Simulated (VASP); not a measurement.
Here is the system:

```
CELL_PARAMETERS angstrom
      3.77045     0.00000     0.00000
      0.00000     3.69331     0.00000
      0.00000     0.00000     4.78632
ATOMIC_POSITIONS crystal
  Sn 0.50000 0.00000 0.76200
  Sn 0.00000 0.50000 0.23800
  O  0.50000 0.50000 0.00000
  O  0.02312 0.00000 0.00000
```

All values below come from PBE GGA, VASP's PBE PAW potentials (set 64) (plane waves; VASP). Numerical set-up: LREAL = Auto, 520 eV cut-off, 5×6×4 Γ-centred mesh, Gaussian smearing of 0.050 eV, potentials Sn_d O.

Which forces act on the atoms, in eV/Å?

```tsv
atom	Fx	Fy	Fz
Sn1	0.364	0.000	-1.243
Sn2	0.060	0.000	1.150
O3	0.445	0.000	0.188
O4	-0.868	0.000	-0.095
```

Give the stress tensor in GPa (positive for a compressed cell).

```
11.04   0.00  -1.22
 0.00  12.52   0.00
-1.22   0.00   8.48
```
The pressure is its mean diagonal, 10.68 GPa.

The compound is SnO in the litharge structure. The cell was not relaxed at this level. The run is one of a series of settings (LREAL = Auto against the base run), some of them coarse on purpose.
